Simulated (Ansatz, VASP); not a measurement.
# C (Diamond): VASP beside Ansatz

Aim: how closely do two programs agree when they are given the same cell, functional and k mesh? The cell is taken from a series of runs on this material, whose earlier steps may have relaxed, scaled, displaced or heated it; both programs get it as it stands.

Program: Ansatz 0.2.0. Level of theory: plane waves, with VASP 6.6.1 beside it; G0W0 gap at PBE0 form with 10 % exact exchange with an exact-exchange share of 0.1. Results are calculated unless marked as measured.

**1. The structure**

The structure is cubic, space group Fd-3m (No. 227). Conventional cell: a = 3.567 Å, b = 3.567 Å, c = 3.567 Å, α = 90.00°, β = 90.00°, γ = 90.00°. Nearest to C lie 4 C at 1.54 Å.

Structure file:

```
C
1.0
     0.00000    1.78337    1.78337
     1.78337    0.00000    1.78337
     1.78337    1.78337    0.00000
C
2
Direct
  0.00000 0.00000 0.00000
  0.25000 0.25000 0.25000
```

**2. VASP: G0W0 gap, PBE0 form with 10 % exact exchange with an exact-exchange share of 0.1**

Quasiparticle shifts depend on high empty states and on the cores, so they are the hardest test of two PAW sets.

Lines of VASP's logs that name or quote its potential files are left out, and so is its time.

The run reads the wave functions of an earlier VASP run, which isn't shown here.

INCAR reads:

```
SYSTEM = C
PREC = Accurate
ENCUT = 440
ISMEAR = 0
SIGMA = 0.01
LREAL = .FALSE.
LHFCALC = .TRUE.
AEXX = 0.1
GGA = PE
LASPH = .TRUE.
NBANDS = 56
PRECFOCK = Fast
ALGO = EVGW0
NELMGW = 1
ENCUTGW = 150
NOMEGA = 64
NBANDSGW = 16
LWAVE = .FALSE.
LCHARG = .FALSE.
```

POSCAR reads:

```
C
1.0
    0.0000000000      1.7833700000      1.7833700000
    1.7833700000      0.0000000000      1.7833700000
    1.7833700000      1.7833700000      0.0000000000
C
2
Direct
    0.0000000000      0.0000000000      0.0000000000
    0.2500000000      0.2500000000      0.2500000000
```

KPOINTS reads:

```
Automatic mesh
0
Gamma
10 10 10
0 0 0
```

PAW data sets: C_GW (PBE family, release 64).

On the command line:

```console
$ mpirun -np 8 vasp_std
```

Numbers of over 12 decimals in the logs are rounded to 6 here.

Output:

```text
[banner, memory and clock lines left out]
running    8 mpi-ranks, on    1 nodes
 distrk:  each k-point on    8 cores,    1 groups
 distr:  one band on    1 cores,    8 groups

 POSCAR found type information on POSCAR C
 POSCAR found :  1 types and       2 ions
|                                                                             |
|           W    W    AA    RRRRR   N    N  II  N    N   GGGG   !!!           |
|           W    W   A  A   R    R  NN   N  II  NN   N  G    G  !!!           |
|           W    W  A    A  R    R  N N  N  II  N N  N  G       !!!           |
|           W WW W  AAAAAA  RRRRR   N  N N  II  N  N N  G  GGG   !            |
|           WW  WW  A    A  R   R   N   NN  II  N   NN  G    G                |
|           W    W  A    A  R    R  N    N  II  N    N   GGGG   !!!           |
|                                                                             |
|     For optimal performance we recommend to set                             |
|       NCORE = 2 up to number-of-cores-per-socket                            |
|     NCORE specifies how many cores store one orbital (NPAR=cpu/NCORE).      |
|     This setting can greatly improve the performance of VASP for DFT.       |
|     The default, NCORE=1 might be grossly inefficient on modern             |
|     multi-core architectures or massively parallel machines. Do your        |
|     Unfortunately you need to use the default for GW and RPA                |
|     calculations (for HF NCORE is supported but not extensively tested      |
|     yet).                                                                   |
|                                                                             |

|                                                                             |
|           W    W    AA    RRRRR   N    N  II  N    N   GGGG   !!!           |
|           W    W   A  A   R    R  NN   N  II  NN   N  G    G  !!!           |
|           W    W  A    A  R    R  N N  N  II  N N  N  G       !!!           |
|           W WW W  AAAAAA  RRRRR   N  N N  II  N  N N  G  GGG   !            |
|           WW  WW  A    A  R   R   N   NN  II  N   NN  G    G                |
|           W    W  A    A  R    R  N    N  II  N    N   GGGG   !!!           |
|                                                                             |
|     The default for ENCUTGWSOFT is different in this version of VASP.       |
|     please manually set ENCUTGWSOFT =150 in the INCAR file.                 |
|                                                                             |

 LDA part: xc-table for (Slater+PW92), standard interpolation
 found WAVECAR, reading the header
 POSCAR, INCAR and KPOINTS ok, starting setup
 FFT: planning ... GRIDC
 FFT: planning ... GRID_SOFT
 FFT: planning ... GRID
 reading WAVECAR
 the WAVECAR file was read successfully
 initial charge from wavefunction
 available memory per node:     93.77 GB, setting MAXMEM to     96021

 The Fermi energy was updated, please check that it is located mid-gap
 values below the HOMO (VB) or above the LUMO (CB) will cause erroneous energies
 E-fermi :  11.8331

 calculate exact exchange contribution
 the WAVEDER file was read successfully
energies w=
    0.000    0.000    0.947    0.000    1.892    0.000    2.833    0.000
    3.768    0.000    4.695    0.000    5.612    0.000    6.519    0.000
    7.414    0.000    8.298    0.000    9.169    0.000   10.028    0.000
   10.875    0.000   11.711    0.000   12.536    0.000   13.352    0.000
   14.159    0.000   14.959    0.000   15.753    0.000   16.543    0.000
   17.329    0.000   18.115    0.000   18.901    0.000   19.689    0.000
   20.481    0.000   21.279    0.000   22.086    0.000   22.904    0.000
   23.736    0.000   24.583    0.000   25.449    0.000   26.338    0.000
   27.252    0.000   28.195    0.000   29.173    0.000   30.190    0.000
   31.251    0.000   32.362    0.000   33.531    0.000   34.765    0.000
   36.075    0.000   37.471    0.000   38.965    0.000   40.573    0.000
   42.315    0.000   44.209    0.000   46.284    0.000   48.570    0.000
   51.107    0.000   53.946    0.000   57.148    0.000   60.793    0.000
   64.985    0.000   69.863    0.000   75.615    0.000   82.501    0.000
   90.896    0.000  101.355    0.000  114.739    0.000  132.456    0.000
  156.989    0.000  193.142    0.000  251.609    0.000  361.971    0.000
 responsefunction array rank=      64
 LDA part: xc-table for (Slater+PW92), standard interpolation

 min. memory requirement per mpi rank    247.4 MB, per node   1979.6 MB

 allocating   8 responsefunctions rank=    64
[...]
performed       2364000 updates of chi_q(r,r)
 total number of BLAS operations         59.18 Gflops
NQ=   4    0.3000    0.0000    0.0000,
|.........|.........|.........|.........|.........|.........|.........|.........
 performed       3296000 updates of chi_q(r,r)
 total number of BLAS operations         74.96 Gflops
NQ=   5    0.4000    0.0000    0.0000,
|.........|.........|.........|.........|.........|.........|.........|.........
 performed       4228000 updates of chi_q(r,r)
 total number of BLAS operations         90.73 Gflops
NQ=   6    0.5000    0.0000    0.0000,
|.........|.........|.........|.........|.........|.........|.........|.........
 performed       4973000 updates of chi_q(r,r)
[...]
|.........|.........|.........|.........|.........|.........|.........|.........
 performed      24458000 updates of chi_q(r,r)
 total number of BLAS operations        483.63 Gflops
NQ=  20   -0.4000    0.2000    0.0000,
|.........|.........|.........|.........|.........|.........|.........|.........
 performed      26099000 updates of chi_q(r,r)
 total number of BLAS operations        510.23 Gflops
NQ=  21   -0.3000    0.2000    0.0000,
|.........|.........|.........|.........|.........|.........|.........|.........
 performed      27740000 updates of chi_q(r,r)
 total number of BLAS operations        539.24 Gflops
NQ=  22   -0.2000    0.2000    0.0000,
|.........|.........|.........|.........|.........|.........|.........|.........
 performed      29023000 updates of chi_q(r,r)
 total number of BLAS operations        561.92 Gflops
NQ=  23    0.3000    0.3000    0.0000,
|.........|.........|.........|.........|.........|.........|.........|.........
 performed      29919000 updates of chi_q(r,r)
 total number of BLAS operations        581.31 Gflops
NQ=  24    0.4000    0.3000    0.0000,
|.........|.........|.........|.........|.........|.........|.........|.........
 performed      31560000 updates of chi_q(r,r)
 total number of BLAS operations        611.57 Gflops
NQ=  25    0.5000    0.3000    0.0000,
|.........|.........|.........|.........|.........|.........|.........|.........
 performed      33201000 updates of chi_q(r,r)
 total number of BLAS operations        639.36 Gflops
NQ=  26   -0.4000    0.3000    0.0000,
|.........|.........|.........|.........|.........|.........|.........|.........
 performed      34842000 updates of chi_q(r,r)
 total number of BLAS operations        672.19 Gflops
NQ=  27   -0.3000    0.3000    0.0000,
|.........|.........|.........|.........|.........|.........|.........|.........
 performed      36125000 updates of chi_q(r,r)
 total number of BLAS operations        693.92 Gflops
NQ=  28    0.4000    0.4000    0.0000,
|.........|.........|.........|.........|.........|.........|.........|.........
 performed      37021000 updates of chi_q(r,r)
 total number of BLAS operations        707.80 Gflops
NQ=  29    0.5000    0.4000    0.0000,
|.........|.........|.........|.........|.........|.........|.........|.........
 performed      38662000 updates of chi_q(r,r)
 total number of BLAS operations        730.97 Gflops
NQ=  30   -0.4000    0.4000    0.0000,
|.........|.........|.........|.........|.........|.........|.........|.........
 performed      39945000 updates of chi_q(r,r)
 total number of BLAS operations        754.62 Gflops
NQ=  31    0.5000    0.5000    0.0000,
|.........|.........|.........|.........|.........|.........|.........|.........
 performed      40610000 updates of chi_q(r,r)
 total number of BLAS operations        763.13 Gflops
NQ=  32    0.3000    0.2000    0.1000,
|.........|.........|.........|.........|.........|.........|.........|.........
 performed      42445000 updates of chi_q(r,r)
 total number of BLAS operations        798.39 Gflops
NQ=  33    0.4000    0.2000    0.1000,
|.........|.........|.........|.........|.........|.........|.........|.........
 performed      44653000 updates of chi_q(r,r)
 total number of BLAS operations        840.80 Gflops
NQ=  34    0.5000    0.2000    0.1000,
|.........|.........|.........|.........|.........|.........|.........|.........
 performed      46861000 updates of chi_q(r,r)
 total number of BLAS operations        881.49 Gflops
NQ=  35   -0.4000    0.2000    0.1000,
|.........|.........|.........|.........|.........|.........|.........|.........
 performed      48581000 updates of chi_q(r,r)
 total number of BLAS operations        908.14 Gflops
NQ=  36    0.4000    0.3000    0.1000,
|.........|.........|.........|.........|.........|.........|.........|.........
 performed      50416000 updates of chi_q(r,r)
 total number of BLAS operations        941.97 Gflops
NQ=  37    0.5000    0.3000    0.1000,
|.........|.........|.........|.........|.........|.........|.........|.........
 performed      52624000 updates of chi_q(r,r)
 total number of BLAS operations        980.99 Gflops
NQ=  38   -0.4000    0.3000    0.1000,
|.........|.........|.........|.........|.........|.........|.........|.........
 performed      54832000 updates of chi_q(r,r)
 total number of BLAS operations       1016.76 Gflops
NQ=  39   -0.3000    0.3000    0.1000,
|.........|.........|.........|.........|.........|.........|.........|.........
 performed      57040000 updates of chi_q(r,r)
 total number of BLAS operations       1052.53 Gflops
NQ=  40   -0.2000    0.3000    0.1000,
|.........|.........|.........|.........|.........|.........|.........|.........
 performed      58760000 updates of chi_q(r,r)
 total number of BLAS operations       1081.66 Gflops
NQ=  41    0.5000    0.4000    0.1000,
|.........|.........|.........|.........|.........|.........|.........|.........
 performed      60595000 updates of chi_q(r,r)
 total number of BLAS operations       1112.72 Gflops
NQ=  42   -0.4000    0.4000    0.1000,
|.........|.........|.........|.........|.........|.........|.........|.........
 performed      62803000 updates of chi_q(r,r)
 total number of BLAS operations       1151.74 Gflops
NQ=  43   -0.3000    0.4000    0.1000,
|.........|.........|.........|.........|.........|.........|.........|.........
 performed      64523000 updates of chi_q(r,r)
 total number of BLAS operations       1184.79 Gflops
NQ=  44   -0.4000    0.5000    0.1000,
|.........|.........|.........|.........|.........|.........|.........|.........
 performed      65809000 updates of chi_q(r,r)
 total number of BLAS operations       1202.95 Gflops
NQ=  45   -0.4000    0.4000    0.2000,
|.........|.........|.........|.........|.........|.........|.........|.........
 performed      67644000 updates of chi_q(r,r)
 total number of BLAS operations       1238.20 Gflops
NQ=  46   -0.3000    0.4000    0.2000,
|.........|.........|.........|.........|.........|.........|.........|.........
 performed      69364000 updates of chi_q(r,r)
 total number of BLAS operations       1267.33 Gflops
NQ=  47   -0.3000    0.5000    0.2000,
|.........|.........|.........|.........|.........|.........|.........|.........
 performed      70650000 updates of chi_q(r,r)
 total number of BLAS operations       1289.11 Gflops
 resolving degeneracies of screened two electron integrals

 calculate QP shifts <psi_nk| G(iteration)W_0 |psi_nk>: iteration 1
 entering main loop
```

Parts of OUTCAR (step 2):

```text
ion  position               nearest neighbor table
   1  0.000  0.000  0.000-   2 1.54   2 1.54   2 1.54   2 1.54
   2  0.250  0.250  0.250-   1 1.54   1 1.54   1 1.54   1 1.54

  LATTYP: Found a face centered cubic cell.
 ALAT       =     3.5667400000

 Subroutine GETGRP returns: Found 48 space group operations
 (whereof 24 operations were pure point group operations)

The static configuration has the point symmetry T_d .
 The point group associated with its full space group is O_h .

 Found     47 irreducible k-points:

   k-points           NKPTS =     47   k-points in BZ     NKDIM =   1000   number of bands    NBANDS=     56

   dimension x,y,z NGX =    18 NGY =   18 NGZ =   18
   dimension x,y,z NGXF=    36 NGYF=   36 NGZF=   36

   ENCUT  =  440.0 eV  32.34 Ry    5.69 a.u.   4.31  4.31  4.31*2*pi/ulx,y,z

   NELECT =       8.0000    total number of electrons

  energy-cutoff  :      440.00
  volume of cell :       11.34
      direct lattice vectors                 reciprocal lattice vectors
     0.000000000  1.783370000  1.783370000    -0.280368067  0.280368067  0.280368067
     1.783370000  0.000000000  1.783370000     0.280368067 -0.280368067  0.280368067
     1.783370000  1.783370000  0.000000000     0.280368067  0.280368067 -0.280368067

 k-points in reciprocal lattice and weights: Automatic mesh
   0.00000000  0.00000000  0.00000000       0.001
   0.10000000  0.00000000  0.00000000       0.008
   0.20000000  0.00000000  0.00000000       0.008
   0.30000000  0.00000000  0.00000000       0.008
   0.40000000  0.00000000  0.00000000       0.008
   0.50000000  0.00000000  0.00000000       0.004
   0.10000000  0.10000000  0.00000000       0.006
   0.20000000  0.10000000  0.00000000       0.024
   0.30000000  0.10000000  0.00000000       0.024
[...]
-0.30000000  0.40000000  0.20000000       0.024
  -0.30000000  0.50000000  0.20000000       0.012

 E-fermi :  11.8331

 QP shifts <psi_nk| G(iteration)W_0 |psi_nk>: iteration 1
 for sc-GW calculations column KS-energies equals QP-energies in previous step
 and V_xc(KS)=  KS-energies - (<T + V_ion + V_H > + <T+V_H+V_ion>^1  + <V_x>^1)
 k-point   1 :       0.0000    0.0000    0.0000
  band No.  KS-energies  QP-energies   sigma(KS)   V_xc(KS)     V^pw_x(r,r')   Z            occupation Imag(sigma)
      1     -12.9538     -13.7389     -17.0440     -16.0150     -25.4342       0.7630       2.0000       1.2942
      2       9.3718       9.1021     -17.4724     -17.1505     -19.1201       0.8378       2.0000       0.0489
      3       9.3718       9.1021     -17.4724     -17.1505     -19.1201       0.8378       2.0000       0.0489
      4       9.3718       9.1021     -17.4724     -17.1505     -19.1201       0.8378       2.0000       0.0489
      5      15.7994      16.6257     -14.0356     -15.0247      -9.3567       0.8354       0.0000      -0.0745
      6      15.7994      16.6257     -14.0356     -15.0247      -9.3567       0.8354       0.0000      -0.0745
      7      15.7994      16.6257     -14.0356     -15.0247      -9.3567       0.8354       0.0000      -0.0745
      8      23.7655      24.4300     -14.7864     -15.6314      -7.7764       0.7864       0.0000      -0.1712
    ...

 k-point   2 :       0.1000    0.0000    0.0000
  band No.  KS-energies  QP-energies   sigma(KS)   V_xc(KS)     V^pw_x(r,r')   Z            occupation Imag(sigma)
      1     -12.6682     -13.4453     -17.0411     -16.0249     -25.3645       0.7648       2.0000       1.2604
      2       7.6438       7.2872     -17.2396     -16.8111     -19.2721       0.8323       2.0000       0.0580
      3       8.9150       8.6308     -17.3909     -17.0509     -19.1334       0.8362       2.0000       0.0510
      4       8.9150       8.6308     -17.3909     -17.0509     -19.1334       0.8362       2.0000       0.0510
      5      16.4063      17.2509     -14.1099     -15.1231      -9.2817       0.8336       0.0000      -0.0785
      6      16.4063      17.2509     -14.1099     -15.1231      -9.2817       0.8336       0.0000      -0.0785
      7      16.7589      17.5604     -14.2216     -15.1838      -9.3842       0.8329       0.0000      -0.0796
      8      24.0136      24.6983     -14.6797     -15.5530      -7.6139       0.7841       0.0000      -0.1766
    ...

 k-point   3 :       0.2000    0.0000    0.0000
  band No.  KS-energies  QP-energies   sigma(KS)   V_xc(KS)     V^pw_x(r,r')   Z            occupation Imag(sigma)
      1     -11.8157     -12.5678     -17.0410     -16.0577     -25.1593       0.7648       2.0000       1.1544
      2       4.2999       3.7610     -17.1190     -16.4601     -20.1333       0.8179       2.0000       0.0873
      3       8.0035       7.6771     -17.3318     -16.9401     -19.3328       0.8333       2.0000       0.0567
      4       8.0035       7.6771     -17.3318     -16.9401     -19.3328       0.8333       2.0000       0.0567
      5      17.5817      18.4636     -14.1033     -15.1664      -8.9321       0.8295       0.0000      -0.0879
      6      17.5817      18.4636     -14.1033     -15.1664      -8.9321       0.8295       0.0000      -0.0879
      7      17.9940      18.7325     -14.2656     -15.1566      -9.0761       0.8288       0.0000      -0.0899
      8      24.6981      25.4295     -14.2850     -15.2172      -7.0715       0.7846       0.0000      -0.1933
    ...

 k-point   4 :       0.3000    0.0000    0.0000
  band No.  KS-energies  QP-energies   sigma(KS)   V_xc(KS)     V^pw_x(r,r')   Z            occupation Imag(sigma)
      1     -10.4182     -11.1391     -17.0716     -16.1262     -24.8362       0.7626       2.0000       0.9793
      2       0.7505       0.0873     -17.0373     -16.2047     -21.1457       0.7966       2.0000       0.1407
      3       7.1788       6.8057     -17.3492     -16.9001     -19.6179       0.8307       2.0000       0.0627
      4       7.1788       6.8057     -17.3492     -16.9001     -19.6179       0.8307       2.0000       0.0627
      5      18.4315      19.3163     -13.8942     -14.9628      -8.4810       0.8280       0.0000      -0.0947
      6      18.4315      19.3163     -13.8942     -14.9628      -8.4810       0.8280       0.0000      -0.0947
      7      18.6919      19.3506     -14.2887     -15.0859      -8.8695       0.8263       0.0000      -0.0968
      8      25.5176      26.2479     -13.5372     -14.4663      -6.1967       0.7861       0.0000      -0.2132
    ...

[... 4 further parts left out ...]
```

(Continued in part 2 of 2.)

[Lines on the potential files, build, host, timing and source positions are cut from VASP's logs without a mark.]

[Logs are printed without paths, hosts, clocks, repeated set-up lines and the standing remarks that a program may print on its own settings, such as how far it seeks lower states.]

[Hosts, paths, dates, database ids (printed as entryN), source tags and the programs' standing remarks are cut or masked in the printed files.]
